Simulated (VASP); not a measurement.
Data:

```yaml
crystal:
  lattice:
    - [5.24097, 0.00000, 0.00000]
    - [0.00000, 6.03321, 0.00000]
    - [0.00000, 0.00000, 3.30997]
  atoms:
    - { symbol: Ti, position: [0.50000, 0.50000, 0.50000] }
    - { symbol: Ti, position: [0.00000, 0.00000, 0.00000] }
    - { symbol: S, position: [0.73467, 0.15302, 0.50000] }
    - { symbol: S, position: [0.26533, 0.84698, 0.50000] }
    - { symbol: S, position: [0.23467, 0.34698, 0.00000] }
    - { symbol: S, position: [0.76533, 0.65302, 0.00000] }
```

Level of theory: LDA (Ceperley-Alder, Perdew-Zunger), VASP's LDA PAW potentials (set 64) (plane waves; VASP). Numerical set-up: 400 eV cut-off, 7×6×10 Γ-centred mesh, tetrahedra with Blöchl corrections, potentials Ti_sv S.

The cores are frozen, which limits the accuracy of field gradients.

Give the principal components of the electric field gradient (V/Å²) and the asymmetry η at each nucleus.

| atom | Vxx | Vyy | Vzz | η |
|---|---|---|---|---|
| Ti1 | 31.2 | 5.1 | -36.3 | 0.72 |
| Ti2 | 31.2 | 5.1 | -36.3 | 0.72 |
| S3 | -20.6 | -0.6 | 21.2 | 0.95 |
| S4 | -20.6 | -0.6 | 21.2 | 0.95 |
| S5 | -20.6 | -0.6 | 21.2 | 0.95 |
| S6 | -20.6 | -0.6 | 21.2 | 0.95 |

The structure comes from a computed database's TiS2 entry (Pnnm); how it stands against other phases isn't given here. It was relaxed first, which changed the volume by -8 %.
